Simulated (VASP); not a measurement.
```
CELL_PARAMETERS angstrom
      3.21911     0.00000     0.00000
     -1.60955     2.78783     0.00000
      0.00000     0.00000     4.73367
ATOMIC_POSITIONS crystal
  Hf 0.00000 0.00000 0.00000
  O  0.33333 0.66667 0.20164
  O  0.66667 0.33333 0.79836
```

Method: r2SCAN meta-GGA, VASP's PBE PAW potentials (set 64) (plane waves; VASP). Numerical set-up: 520 eV cut-off, 9×9×5 Γ-centred mesh, tetrahedra with Blöchl corrections, potentials Hf_pv O.

The cores are frozen, which limits the accuracy of field gradients.

### Question
Give the principal components of the electric field gradient (V/Å²) and the asymmetry η at each nucleus.

### Answer

```csv
atom,Vxx,Vyy,Vzz,η
Hf1,-147.7,-147.7,295.4,0.00
O2,1.8,1.8,-3.6,0.00
O3,1.8,1.8,-3.6,0.00
```

The structure was generated: HfO2 was put into the CdI2 type (P-3m1), which need not be its known phase. It was relaxed first, which changed the volume by +14 %.
